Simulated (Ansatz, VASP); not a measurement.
**TiP in VASP and in Ansatz**

```
Ti P
1.0
     3.55748    0.00000    0.00000
    -1.77874    3.08086    0.00000
     0.00000    0.00000   34.95221
Ti P
2 2
Direct
  0.66667 0.33333 0.25552
  0.33333 0.66667 0.31669
  0.00000 0.00000 0.22193
  0.00000 0.00000 0.35028
```

Change from the starting cell: species swapped into a sheet of the TbBr type.

Alike in both runs: functional PBE; k mesh 18 × 18 × 1; occupations gaussian, width 0.1 eV; no spin polarisation.

Ansatz relaxed the structure, and its values are those at the end. VASP's run is a single point on that final structure, the one shown.

|  | VASP | Ansatz |
| --- | --- | --- |
| version | VASP 6.6.1 | Ansatz 0.2.0 |
| potentials or method | VASP PAW PBE potentials, release 64 (Ti_sv, P) | scalar-relativistic, plane waves, PAW |
| plane-wave cutoff (eV) | 520 | 420 |
| valence electrons in the cell | 34 | 34 |

```csv
,VASP,Ansatz,Ansatz less VASP
gap on the k mesh at the Fermi level (eV),none,none,-
rms of the force components (eV/Å),0.008,0.001,-0.0062
```

A gap of «none» marks a metal or a gap that the smearing closes. Ansatz warned: «xc_potential_rough_in_thin_density».
